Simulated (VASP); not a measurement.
# P on the B site in a supercell of LaB6

Aim: the formation energy and local structure of P on the B site in LaB6. The start is a cell from a database of measured crystal structures.

Main program and level: VASP 6.6.1; r2SCAN; plane waves and PAW (La, B), in the first sound run; inputs show where later runs differ.

## (1) The host crystal

Symmetry: Pm-3m, No. 221, cubic system. The conventional cell has a = 4.157 Å, b = 4.157 Å, c = 4.157 Å, α = 90.00°, β = 90.00°, γ = 90.00°. La has 24 B at 3.05 Å nearest. Nearest to B lie 6 B at 1.64 to 2.51 Å and 4 La at 3.05 Å. Farther neighbours are not listed.

As a file:

```
La B
1.0
     4.15700    0.00000    0.00000
     0.00000    4.15700    0.00000
     0.00000    0.00000    4.15700
La B
1 6
Direct
  0.00000 0.00000 0.00000
  0.50000 0.50000 0.80250
  0.50000 0.50000 0.19750
  0.50000 0.80250 0.50000
  0.80250 0.50000 0.50000
  0.50000 0.19750 0.50000
  0.19750 0.50000 0.50000
```

## (2) The host at zero pressure

The later steps need the crystal at this functional's own lattice; a raised cutoff keeps the stress reliable while the cell changes.

Contents of INCAR:

```
SYSTEM = LaB6
PREC = Accurate
ENCUT = 420
EDIFF = 1E-06
NELM = 120
ISMEAR = 0
SIGMA = 0.05
LREAL = .FALSE.
ALGO = Normal
METAGGA = R2SCAN
LASPH = .TRUE.
NBANDS = 21
LORBIT = 11
LWAVE = .FALSE.
LCHARG = .FALSE.
KPAR = 4
IBRION = 2
NSW = 40
ISIF = 3
EDIFFG = -0.02
POTIM = 0.4
```

Contents of POSCAR:

```
LaB6
1.0
    4.1570000000      0.0000000000      0.0000000000
    0.0000000000      4.1570000000      0.0000000000
    0.0000000000      0.0000000000      4.1570000000
La B
1 6
Direct
    0.0000000000      0.0000000000      0.0000000000
    0.5000000000      0.5000000000      0.8025000000
    0.5000000000      0.5000000000      0.1975000000
    0.5000000000      0.8025000000      0.5000000000
    0.8025000000      0.5000000000      0.5000000000
    0.5000000000      0.1975000000      0.5000000000
    0.1975000000      0.5000000000      0.5000000000
```

Contents of KPOINTS:

```
Automatic mesh
0
Gamma
5 5 5
0 0 0
```

PAW data sets: La and B (PBE family, release 64).

Run with:

```sh
$ mpirun -np 4 vasp_std
```

Log:

```text
[banner, memory and clock lines left out]
running    4 mpi-ranks, on    1 nodes
 distrk:  each k-point on    1 cores,    4 groups
 distr:  one band on    1 cores,    1 groups

 POSCAR found type information on POSCAR LaB
 POSCAR found :  2 types and       7 ions
|                                                                             |
|               ----> ADVICE to this user running VASP <----                  |
|                                                                             |
|     You enforced a specific xc type in the INCAR file but a different       |
|     [... a line on the potential file left out ...]
|     I HOPE YOU KNOW WHAT YOU ARE DOING!                                     |
|                                                                             |

 LDA part: xc-table for (None), standard interpolation
 POSCAR, INCAR and KPOINTS ok, starting setup
 FFT: planning ... GRIDC
 FFT: planning ... GRID_SOFT
 FFT: planning ... GRID
 WAVECAR not read
 entering main loop
       N       E                     dE             d eps       ncg     rms          rms(c)
DAV:   1     0.175072652449E+03    0.17507E+03   -0.10299E+04   444   0.150E+03
DAV:   2    -0.626252417519E+02   -0.23770E+03   -0.22100E+03   532   0.290E+02
DAV:   3    -0.866689176272E+02   -0.24044E+02   -0.22294E+02   658   0.133E+02
DAV:   4    -0.875569421905E+02   -0.88802E+00   -0.87697E+00   758   0.194E+01
DAV:   5    -0.875970587833E+02   -0.40117E-01   -0.40047E-01   614   0.338E+00    0.914E+00
DAV:   6    -0.783883885532E+02    0.92087E+01   -0.77220E+00   638   0.182E+01    0.508E+00
DAV:   7    -0.781780079528E+02    0.21038E+00   -0.50805E+00   715   0.132E+01    0.179E+00
DAV:   8    -0.782664800531E+02   -0.88472E-01   -0.19902E+00   763   0.129E+01    0.144E+00
DAV:   9    -0.781843814460E+02    0.82099E-01   -0.19120E-01   731   0.334E+00    0.723E-01
DAV:  10    -0.781605087865E+02    0.23873E-01   -0.20843E-01   686   0.351E+00    0.177E-01
DAV:  11    -0.781623533478E+02   -0.18446E-02   -0.10594E-02   707   0.723E-01    0.132E-01
DAV:  12    -0.781619187149E+02    0.43463E-03   -0.10662E-03   718   0.315E-01    0.649E-02
DAV:  13    -0.781617752258E+02    0.14349E-03   -0.13347E-03   715   0.270E-01    0.147E-02
DAV:  14    -0.781617869034E+02   -0.11678E-04   -0.71439E-05   734   0.610E-02    0.140E-02
DAV:  15    -0.781617957506E+02   -0.88471E-05   -0.47014E-05   611   0.374E-02    0.939E-03
DAV:  16    -0.781617979499E+02   -0.21994E-05   -0.27279E-05   752   0.362E-02    0.437E-03
DAV:  17    -0.781617985662E+02   -0.61627E-06   -0.21228E-06   583   0.789E-03
   1 F= -.78161799E+02 E0= -.78158497E+02  d E =-.781618E+02
 curvature:   0.00 expect dE= 0.000E+00 dE for cont linesearch  0.000E+00
 trial: gam= 0.00000 g(F)=  0.974E-01 g(S)=  0.283E-02 ort = 0.000E+00 (trialstep = 0.100E+01)
 search vector abs. value=  0.100E+00
 bond charge predicted
       N       E                     dE             d eps       ncg     rms          rms(c)
DAV:   1    -0.781492160855E+02    0.12582E-01   -0.59229E+00   480   0.137E+01    0.882E-01
DAV:   2    -0.781497356771E+02   -0.51959E-03   -0.26302E-01   699   0.438E+00    0.502E-01
DAV:   3    -0.781417291313E+02    0.80065E-02   -0.86847E-02   672   0.181E+00    0.141E-01
DAV:   4    -0.781405052310E+02    0.12239E-02   -0.19016E-02   705   0.112E+00    0.103E-01
DAV:   5    -0.781403292995E+02    0.17593E-03   -0.10182E-03   688   0.237E-01    0.187E-02
DAV:   6    -0.781403421172E+02   -0.12818E-04   -0.10848E-04   729   0.762E-02    0.838E-03
DAV:   7    -0.781403426595E+02   -0.54235E-06   -0.12945E-05   670   0.239E-02    0.361E-03
DAV:   8    -0.781403446146E+02   -0.19551E-05   -0.14721E-06   547   0.111E-02    0.866E-04
DAV:   9    -0.781403448672E+02   -0.25264E-06   -0.30864E-07   300   0.600E-03
   2 F= -.78140345E+02 E0= -.78139068E+02  d E =0.214537E-01
 trial-energy change:    0.021454  1 .order    0.022695   -0.100207    0.145596
 step:   0.4150(harm=  0.4077)  dis= 0.01039  next Energy=   -78.182682 (dE=-0.209E-01)
 bond charge predicted
       N       E                     dE             d eps       ncg     rms          rms(c)
DAV:   1    -0.781850916702E+02   -0.44747E-01   -0.20322E+00   470   0.802E+00    0.511E-01
DAV:   2    -0.781858289700E+02   -0.73730E-03   -0.91731E-02   694   0.255E+00    0.294E-01
DAV:   3    -0.781829280096E+02    0.29010E-02   -0.26224E-02   664   0.952E-01    0.706E-02
DAV:   4    -0.781826572146E+02    0.27080E-03   -0.50243E-03   689   0.524E-01    0.586E-02
DAV:   5    -0.781825984000E+02    0.58815E-04   -0.37430E-04   664   0.137E-01    0.797E-03
DAV:   6    -0.781826002008E+02   -0.18008E-05   -0.30423E-05   726   0.406E-02    0.460E-03
DAV:   7    -0.781825993820E+02    0.81881E-06   -0.43233E-06   621   0.135E-02
   3 F= -.78182599E+02 E0= -.78179958E+02  d E =-.208008E-01
 curvature:  -0.20 expect dE=-0.307E-07 dE for cont linesearch -0.306E-07
 trial: gam=-0.00122 g(F)=  0.143E-06 g(S)=  0.785E-08 ort = 0.123E-03 (trialstep = 0.883E+00)
 search vector abs. value=  0.666E-09
 reached required accuracy - stopping structural energy minimisation
```

Wall time 29 s (4 MPI ranks of Intel Xeon 6975P-C (Granite Rapids), shared host); peak memory 0.65 GiB.

The logs omit lines about the potential files and the build; timing stands in the text.

OUTCAR, selected parts (step 2):

```text
ion  position               nearest neighbor table
   1  0.000  0.000  0.000-
   2  0.500  0.500  0.803-   3 1.64   4 1.78   5 1.78   6 1.78   7 1.78
   3  0.500  0.500  0.197-   2 1.64   4 1.78   5 1.78   6 1.78   7 1.78
   4  0.500  0.803  0.500-   6 1.64   3 1.78   5 1.78   2 1.78   7 1.78
   5  0.803  0.500  0.500-   7 1.64   3 1.78   4 1.78   6 1.78   2 1.78
   6  0.500  0.197  0.500-   4 1.64   3 1.78   2 1.78   5 1.78   7 1.78
   7  0.197  0.500  0.500-   5 1.64   3 1.78   4 1.78   2 1.78   6 1.78

  LATTYP: Found a simple cubic cell.
 ALAT       =     4.1570000000

 Subroutine GETGRP returns: Found 48 space group operations
 (whereof 48 operations were pure point group operations)

The static configuration has the point symmetry O_h .

 Found     10 irreducible k-points:

   k-points           NKPTS =     10   k-points in BZ     NKDIM =     10   number of bands    NBANDS=     21

   dimension x,y,z NGX =    28 NGY =   28 NGZ =   28
   dimension x,y,z NGXF=    56 NGYF=   56 NGZF=   56

   ENCUT  =  420.0 eV  30.87 Ry    5.56 a.u.   6.95  6.95  6.95*2*pi/ulx,y,z

   NELECT =      29.0000    total number of electrons

 k-points in reciprocal lattice and weights: Automatic mesh
   0.00000000  0.00000000  0.00000000       0.008
   0.20000000  0.00000000  0.00000000       0.048
   0.40000000  0.00000000  0.00000000       0.048
   0.20000000  0.20000000  0.00000000       0.096
   0.40000000  0.20000000  0.00000000       0.192
   0.40000000  0.40000000  0.00000000       0.096
   0.20000000  0.20000000  0.20000000       0.064
   0.40000000  0.20000000  0.20000000       0.192
   0.40000000  0.40000000  0.20000000       0.192
   0.40000000  0.40000000  0.40000000       0.064

 average (electrostatic) potential at core
       1-101.5359       2 -25.2110       3 -25.2110       4 -25.2110       5 -25.2110
       6 -25.2110       7 -25.2110

 E-fermi :   8.6816

 k-point     1 :       0.0000    0.0000    0.0000
  band No.  band energies     occupation
    ...
     10       1.2382      2.00000
     11       1.2382      2.00000
     12       6.7507      2.00000
     13       6.7507      2.00000
     14       6.7507      2.00000
     15       9.0169      0.00000
     16       9.0169      0.00000
     17       9.0169      0.00000
     18      10.3894      0.00000
     19      10.3894      0.00000
    ...

 k-point     2 :       0.2000    0.0000    0.0000
  band No.  band energies     occupation
    ...
     11       3.0816      2.00000
     12       5.8824      2.00000
     13       5.8824      2.00000
     14       6.8771      2.00000
     15       7.6537      2.00000
     16       9.9657      0.00000
     17       9.9657      0.00000
     18      10.5249      0.00000
     19      10.9124      0.00000
     20      10.9758      0.00000
    ...

 k-point     3 :       0.4000    0.0000    0.0000
  band No.  band energies     occupation
    ...
     11       5.0009      2.00000
     12       5.1209      2.00000
     13       5.1209      2.00000
     14       6.4025      2.00000
     15       7.1096      2.00000
     16      10.4118      0.00000
     17      10.4118      0.00000
     18      10.4994      0.00000
     19      11.0178      0.00000
     20      11.0178      0.00000
    ...

  Total       -0.0006889     -0.0006889     -0.0006889      0.0000000     -0.0000000      0.0000000
  in kB       -0.0154084     -0.0154084     -0.0154084      0.0000000     -0.0000000      0.0000000
  external PRESSURE =      -0.0154084 kB  Pullay stress =       0.0000000 kB

  energy-cutoff  :      420.00
  volume of cell :       71.63
      direct lattice vectors                 reciprocal lattice vectors
     4.153063199  0.000000000  0.000000000     0.240786126 -0.000000000 -0.000000000
     0.000000000  4.153063199 -0.000000000    -0.000000000  0.240786126 -0.000000000
     0.000000000  0.000000000  4.153063199    -0.000000000  0.000000000  0.240786126

 POSITION                                       TOTAL-FORCE (eV/Angst)
 -----------------------------------------------------------------------------------
      0.00000      0.00000      0.00000        -0.000000     -0.000000     -0.000000
      2.07653      2.07653      3.32249        -0.000000     -0.000000     -0.000785
      2.07653      2.07653      0.83057         0.000000      0.000000      0.000785
      2.07653      3.32249      2.07653        -0.000000     -0.000785      0.000000
      3.32249      2.07653      2.07653        -0.000785     -0.000000     -0.000000
      2.07653      0.83057      2.07653         0.000000      0.000785     -0.000000
      0.83057      2.07653      2.07653         0.000785      0.000000      0.000000
 -----------------------------------------------------------------------------------
    total drift:                               -0.000000     -0.000000     -0.000000

  FREE ENERGIE OF THE ION-ELECTRON SYSTEM (eV)
  ---------------------------------------------------
  free  energy   TOTEN  =       -78.1825993820 eV

  energy  without entropy=      -78.1773163397  energy(sigma->0) =      -78.17995786

 reached required accuracy - stopping structural energy minimisation

 total charge
# of ion       s       p       d       f       tot
--------------------------------------------------
    1        1.969   5.690   0.618   0.208   8.485
    2        0.709   1.362   0.000   0.000   2.070
    3        0.709   1.362   0.000   0.000   2.070
    4        0.709   1.362   0.000   0.000   2.070
    5        0.709   1.362   0.000   0.000   2.070
    6        0.709   1.362   0.000   0.000   2.070
    7        0.709   1.362   0.000   0.000   2.070
--------------------------------------------------
tot          6.220  13.860   0.618   0.208  20.907

[... 3 further parts left out ...]
```

CONTCAR:

```
LaB6
   1.00000000000000
     4.1530631985780664    0.0000000000000000    0.0000000000000000
     0.0000000000000000    4.1530631985780664   -0.0000000000000000
     0.0000000000000000    0.0000000000000000    4.1530631985780664
  La              B
     1     6
Direct
     0.0000000000000000    0.0000000000000000    0.0000000000000000
     0.5000000000000000    0.5000000000000000    0.8000094315171656
     0.5000000000000000    0.5000000000000000    0.1999905684828344
     0.5000000000000000    0.8000094315171656    0.5000000000000000
     0.8000094315171656    0.5000000000000000    0.5000000000000000
     0.5000000000000000    0.1999905684828344    0.5000000000000000
     0.1999905684828344    0.5000000000000000    0.5000000000000000
```

This run has no spin polarisation. Its electron count is odd, so without a moment it is a metal by construction. The k-mesh is coarse for a metal. The PAW data sets were made with PBE, which is usual practice but a small mismatch for other functionals. The run keeps the 48 symmetry operations of its start, so it cannot find a distortion of lower symmetry.

The steps of the relaxation:

| step | energy less that of the first step (eV) | largest force (eV/Å) | pressure (GPa) | volume (Å³) |
| --- | --- | --- | --- | --- |
| 1 | 0.0000 | 0.6485 | -0.92 | 71.84 |
| 2 | 0.0215 | 0.9356 | 1.68 | 71.35 |
| 3 | -0.0208 | 0.0008 | 0.00 | 71.63 |

| conventional cell, symmetrised | before | after | change |
| --- | --- | --- | --- |
| a (Å) | 4.157 | 4.153 | -0.1 % |
| b (Å) | 4.157 | 4.153 | -0.1 % |
| c (Å) | 4.157 | 4.153 | -0.1 % |
| volume (Å³/atom) | 10.26 | 10.23 | -0.3 % |

The atoms that moved most (Å, as changes of fractional coordinates times the final cell):

| atom | dx | dy | dz | length |
| --- | --- | --- | --- | --- |
| B3 | 0.000 | 0.000 | 0.010 | 0.010 |
| B6 | 0.000 | 0.010 | 0.000 | 0.010 |
| B7 | 0.010 | 0.000 | 0.000 | 0.010 |
| B2 | 0.000 | 0.000 | -0.010 | 0.010 |
| B5 | -0.010 | 0.000 | 0.000 | 0.010 |
| B4 | 0.000 | -0.010 | 0.000 | 0.010 |

Final coordinates:

```
La B
1.0
     4.15306    0.00000    0.00000
     0.00000    4.15306    0.00000
     0.00000    0.00000    4.15306
La B
1 6
Direct
  0.00000 0.00000 0.00000
  0.50000 0.50000 0.80001
  0.50000 0.50000 0.19999
  0.50000 0.80001 0.50000
  0.80001 0.50000 0.50000
  0.50000 0.19999 0.50000
  0.19999 0.50000 0.50000
```

Numbers from this step:

```yaml
electronic_cycles: 33
electrons: 29
free_energy_toten: -78.1826 eV
energy_at_zero_smearing: -78.1800 eV
fermi_energy: 8.682 eV
labelled_metallic_from_the_levels_on_this_mesh: yes
```

The run ended after 3 ionic steps, 0.021 eV below its first step, once forces and stress met EDIFFG = -0.02.

(Part 1 of 4 ends here.)

[Lines on the potential files, build, host, timing and source positions are cut from VASP's logs without a mark.]

[Logs are printed without paths, hosts, clocks, repeated set-up lines and the standing remarks that a program may print on its own settings, such as how far it seeks lower states.]

[Hosts, paths, dates, database ids (printed as entryN), source tags and the programs' standing remarks are cut or masked in the printed files.]

[In band tables of VASP the shares of atoms and orbitals are scaled to a sum of 1 inside the atoms' spheres.]

[Runs that stopped without an error message from VASP are left out.]
